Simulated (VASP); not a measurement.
```
CELL_PARAMETERS angstrom
      6.04947     0.00000     0.00000
     -3.02474     5.23900     0.00000
      0.00000     0.00000     3.80221
ATOMIC_POSITIONS crystal
  Ru 0.25621 0.00000 0.00000
  Ru 0.00000 0.25621 0.00000
  Ru 0.74379 0.74379 0.00000
  Ru 0.59430 0.00000 0.50000
  Ru 0.00000 0.59430 0.50000
  Ru 0.40570 0.40570 0.50000
  Si 0.00000 0.00000 0.50000
  Si 0.33333 0.66667 0.00000
  Si 0.66667 0.33333 0.00000
```

Method: r2SCAN meta-GGA, VASP's PBE PAW potentials (set 64) (plane waves; VASP). Numerical set-up: 400 eV cut-off, 7×7×9 Γ-centred mesh, tetrahedra with Blöchl corrections, potentials Ru_pv Si.

**Question.** Predict the energy per atom (σ→0), band gap (over mesh and band path) with the smallest direct gap where there is one.

**Answer.** 
```yaml
band gap (over mesh and band path): none (metal, semimetal or under 0.01 eV)
energy per atom (σ→0): -20.203 eV/atom
```

Total energies compare only between runs with the same potentials, cut-off and functional.

The structure was generated: SiRu2 was put into the Fe2P type (P-62m), which need not be its known phase. It was relaxed first, which changed the volume by -12 %.
